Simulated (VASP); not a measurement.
# ScSi (relaxed from the CsCl type structure, space group Pm-3m): computed properties

Calculation: r2SCAN meta-GGA, VASP's PBE PAW potentials (set 64) (plane waves; VASP).

For ScSi, the space group is Pm-3m (221). The cell is a = b = c = 3.323 Å, α = β = γ = 90.00°. The volume per atom comes out as 18.35 Å^3/atom and the band gap (over mesh and band path) is none (metal, semimetal or under 0.01 eV). The density is 3.30 g/cm³.

ScSi has the cubic space group Pm-3m (No. 221), the CsCl type structure, Pearson symbol cP2. Lattice parameters: a = b = c = 3.323 Å, α = β = γ = 90.00°. Sc on 1a is coordinated by 8 Si at 2.878 Å and 6 Sc at 3.323 Å. Si on 1b is surrounded by 8 Sc at 2.878 Å (cubic). (Neighbours: up to the widest gap in distance over summed covalent radii, below 1.35, at either atom; cation-cation and far metal-metal contacts left out.)

The structure was generated: ScSi was put into the CsCl type type (Pm-3m), which need not be its known phase. It was relaxed first, which changed the volume by -25 %. Symmetry was kept, so distortions that lower it aren't found. The electron count is odd and the run is not spin-polarised, which forces a metal.
